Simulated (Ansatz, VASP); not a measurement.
# Si2SnGe: VASP beside Ansatz

```
CELL_PARAMETERS angstrom
4.07343 0.00000 0.00000
0.00000 4.07343 0.00000
0.00000 0.00000 5.79164
ATOMIC_POSITIONS crystal
Si 0.50000 0.00000 0.76870
Si 0.00000 0.50000 0.23130
Sn 0.00000 0.00000 0.50000
Ge 0.50000 0.50000 0.00000
```

Alike in both runs: task single point; functional PBEsol; k mesh 10 × 10 × 6; occupations gaussian, width 0.01 eV; no spin polarisation.

```csv
,VASP,Ansatz
version,VASP 6.6.1,Ansatz 0.2.0
potentials or method,"VASP PAW PBE potentials, release 64 (Si, Sn_d, Ge_d)","scalar-relativistic, plane waves, PAW"
plane-wave cutoff (eV),520,420
valence electrons in the cell,36,36
```

```csv
,VASP,Ansatz,Ansatz less VASP
gap on the k mesh at the Fermi level (eV),0.12,0.12,-0.003
least direct gap on the mesh (eV),0.17,0.17,-0.001
```

Caveats: spin-orbit coupling is left out, which moves the levels of the heavy elements.
